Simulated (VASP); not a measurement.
Input of a VASP 6.6.1 run:

File INCAR:

```
SYSTEM = TaAuS3
  ALGO = Normal
  EDIFF = 1E-7
  ENCUT = 520
  GGA = CA
  ISIF = 2
  ISMEAR = 0
  LASPH = .True.
  LCHARG = .False.
  LREAL = .False.
  LWAVE = .False.
  NBANDS = 28
  NELM = 80
  PREC = Accurate
  SIGMA = 0.05
```

KPOINTS

```
k-points
0
Gamma
  4 4 4
  0 0 0
```

The input POSCAR:

```
TaAuS3
1.0
    4.7798376815      0.0000000000      0.0000000000
    0.0000000000      4.7798376815      0.0000000000
    0.0000000000      0.0000000000      4.7798376815
Au Ta S
1 1 3
Direct
    0.0000000000      0.0000000000      0.0000000000
    0.5000000000      0.5000000000      0.5000000000
    0.5000000000      0.5000000000      0.0000000000
    0.5000000000      0.0000000000      0.5000000000
    0.0000000000      0.5000000000      0.5000000000
```

Potentials or basis: VASP PAW LDA potentials, release 64 (Au, Ta_pv, S).

The run is started by

```bash
$ cat potpaw_LDA.64/Au/POTCAR potpaw_LDA.64/Ta_pv/POTCAR potpaw_LDA.64/S/POTCAR > POTCAR
$ mpirun -np 1 vasp_std > vasp.out
```

(1) What does it give for the band gap on the k mesh?

(2) Estimate the pressure.

Answers

(1) none (metal or under the smearing width).

(2) -5.5 GPa.
